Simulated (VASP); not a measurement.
H2, 2 atoms in the cell. The cell holds a molecule in a box, 2 atoms: a = 10.000 Å, b = 10.500 Å, c = 11.000 Å, α = 90.00°, β = 90.00°, γ = 90.00°. 

```yaml
Program: VASP 6.6.1
Task: single point
Functional: PBEsol
Potentials_or_basis: VASP PAW PBE potentials, release 64 (H)
Cutoff: 520 eV
k_mesh: 1 × 1 × 1
Occupations: gaussian, width 0.02 eV
Spin: no spin polarisation
Further_INCAR_settings: ALGO = Fast; EDIFF = 1e-06; NBANDS = 8
```

Potentials or basis: VASP PAW PBE potentials, release 64 (H).

Command:

```console
$ cat potpaw_PBE.64/H/POTCAR > POTCAR
$ mpirun -np 1 vasp_std > vasp.out
```

Hardware: 1 thread of Intel(R) Xeon(R) 6975P-C (Granite Rapids), on a shared host.

**Question.** Estimate the wall time of this run.

**Answer.** Run time: 35 s on 1 thread of Intel(R) Xeon(R) 6975P-C (Granite Rapids), on a shared host, peak memory 0.84 GiB. Counts: scf iterations 19, k points 1.
